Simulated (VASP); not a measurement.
```
CELL_PARAMETERS angstrom
      0.00000     2.73000     2.73000
      2.73000     0.00000     2.73000
      2.73000     2.73000     0.00000
ATOMIC_POSITIONS crystal
  Mg 0.00000 0.00000 0.00000
  Se 0.50000 0.50000 0.50000
```

Calculation: PBE GGA with D3 dispersion (Becke-Johnson damping), VASP's PBE PAW potentials (set 64) (plane waves; VASP 6.6.1). Run with 520 eV cut-off, 8×8×8 Γ-centred mesh, Gaussian smearing of 0.050 eV, potentials Mg Se.

Energy and stress use the plane-wave basis of the starting cell.

### Question
The ions, cell shape and volume are relaxed. Predict the relaxed structure.

### Answer

```
CELL_PARAMETERS angstrom
      0.00000     2.71036     2.71036
      2.71036     0.00000     2.71036
      2.71036     2.71036     0.00000
ATOMIC_POSITIONS crystal
  Mg 0.00000 0.00000 0.00000
  Se 0.50000 0.50000 0.50000
```
Space group Fm-3m (225), at a tolerance of 0.03 Å.

### Question
How do energy and volume change from the first to the last step?

### Answer
The energy (σ→0) changes by -2.0 meV/atom and the volume by -2.1 %, in 3 ionic steps.

```csv
step,E(σ→0) (eV),max force (eV/Å),pressure (GPa),volume (Å³)
1,-8.2283,0.000,-1.40,40.69
2,-8.2321,0.000,0.30,39.66
3,-8.2322,0.000,0.00,39.82
```

The compound is MgSe in the rock salt structure. This run relaxes it. Symmetry was kept, so distortions that lower it aren't found.
